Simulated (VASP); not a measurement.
Level of theory: PBEsol GGA, VASP's PBE PAW potentials (set 64) (plane waves; VASP 6.6.1).

VASP ran on this input.

KPOINTS:
```
Automatic mesh
0
Gamma
11 11 11
0 0 0
```

### POSCAR
```
Ni
1
   -1.3689750000     1.3689750000     1.3689750000
    1.3689750000    -1.3689750000     1.3689750000
    1.3689750000     1.3689750000    -1.3689750000
Ni
1
Direct
  0.0000000000   0.0000000000   0.0000000000
```

**INCAR**
```
SYSTEM = Ni
PREC = Accurate; ENCUT = 300; LREAL = .FALSE.
LASPH = .TRUE.
EDIFF = 1E-6; NELM = 100; ALGO = Normal
LMAXMIX = 4
ISMEAR = -1; SIGMA = 0.1
GGA = PS
ISPIN = 2; MAGMOM = 2.0
ISIF = 2
LWAVE = .FALSE.; LCHARG = .FALSE.; LORBIT = 11
```

POTCAR, in this order: Ni (PBE.64 set). Program: vasp_std.

The resulting files:

File OUTCAR:
```
 ion  position               nearest neighbor table
   1  0.000  0.000  0.000-
  LATTYP: Found a body centered cubic cell.
 ALAT       =     2.7379500000
 Subroutine PRICEL returns:
 Original cell was already a primitive cell.
 Subroutine GETGRP returns: Found 48 space group operations
The static configuration has the point symmetry O_h .
The dynamic configuration has the point symmetry O_h .
The overall configuration has the point symmetry O_h .
 Subroutine INISYM returns: Found 48 space group operations
 Subroutine IBZKPT returns following result:
 Found     56 irreducible k-points:

 Following reciprocal coordinates:
            Coordinates               Weight
  0.000000  0.000000  0.000000      1.000000
  0.090909  0.000000  0.000000     12.000000
  0.181818  0.000000  0.000000     12.000000
  0.272727  0.000000  0.000000     12.000000
  0.363636  0.000000  0.000000     12.000000
  0.454545  0.000000  0.000000     12.000000
  0.090909  0.090909  0.000000     24.000000
  0.181818  0.090909  0.000000     48.000000
  0.272727  0.090909  0.000000     48.000000
...
```

OSZICAR:
```
       N       E                     dE             d eps       ncg     rms          rms(c)
DAV:   1     0.159867168807E+02    0.15987E+02   -0.35418E+03  2424   0.894E+02
DAV:   2    -0.664975758584E+01   -0.22636E+02   -0.21503E+02  2304   0.133E+02
DAV:   3    -0.696211786206E+01   -0.31236E+00   -0.31106E+00  2496   0.187E+01
DAV:   4    -0.696400395662E+01   -0.18861E-02   -0.18859E-02  2440   0.132E+00
DAV:   5    -0.696403838215E+01   -0.34426E-04   -0.34423E-04  2472   0.160E-01    0.121E+01
DAV:   6    -0.635432362288E+01    0.60971E+00   -0.13703E+01  2428   0.568E+01    0.546E+00
DAV:   7    -0.609157523517E+01    0.26275E+00   -0.22834E+00  2462   0.207E+01    0.210E+00
DAV:   8    -0.607312470931E+01    0.18451E-01   -0.35322E-02  2714   0.176E+00    0.984E-01
DAV:   9    -0.607048003216E+01    0.26447E-02   -0.11103E-03  3200   0.268E-01    0.327E-01
DAV:  10    -0.606962148837E+01    0.85854E-03   -0.62991E-04  3054   0.195E-01    0.572E-02
DAV:  11    -0.606964486874E+01   -0.23380E-04   -0.12672E-05  2520   0.383E-02    0.308E-02
DAV:  12    -0.606964957291E+01   -0.47042E-05   -0.35292E-05  2300   0.719E-02    0.108E-02
DAV:  13    -0.606964984994E+01   -0.27703E-06   -0.31389E-07  1230   0.946E-03
   1 F= -.60696498E+01 E0= -.60408171E+01  d E =-.576654E-01  mag=     0.5272
```

### OUTCAR
```
------------------------ aborting loop because EDIFF is reached ----------------------------------------
  FORCE on cell =-STRESS in cart. coord.  units (eV):
  Direction    XX          YY          ZZ          XY          YZ          ZX
  --------------------------------------------------------------------------------------
  Total        0.2918780      0.2918780      0.2918780      0.0000000      0.0000000      0.0000000
  in kB       45.5685716     45.5685716     45.5685716      0.0000000      0.0000000      0.0000000
  external PRESSURE =      45.5685716 kB  Pullay stress =       0.0000000 kB
  volume of cell :       10.26
      direct lattice vectors                 reciprocal lattice vectors
    -1.368975000  1.368975000  1.368975000     0.000000000  0.365236765  0.365236765
     1.368975000 -1.368975000  1.368975000     0.365236765  0.000000000  0.365236765
     1.368975000  1.368975000 -1.368975000     0.365236765  0.365236765  0.000000000
 POSITION                                       TOTAL-FORCE (eV/Angst)
 -----------------------------------------------------------------------------------
      0.00000      0.00000      0.00000         0.000000     -0.000000      0.000000
 -----------------------------------------------------------------------------------
    total drift:                               -0.000000     -0.000000      0.000000
  FREE ENERGIE OF THE ION-ELECTRON SYSTEM (eV)
  ---------------------------------------------------
  free  energy   TOTEN  =        -6.0696498499 eV

  energy  without entropy=       -6.0119844006  energy(sigma->0) =       -6.04081713

 total charge

# of ion       s       p       d       tot
------------------------------------------
    1        0.521   0.552   8.342   9.415

 magnetization (x)

# of ion       s       p       d       tot
------------------------------------------
    1       -0.002  -0.013   0.545   0.530
```
(Selected blocks of OUTCAR.)

At this cut-off the stress carries a Pulay error, which pulls relaxed volumes low.

The structure was generated: Ni was put into an ordered model structure, which need not be its known phase. The cell was not relaxed at this level, and its volume differs by -5.9 % from the start's.
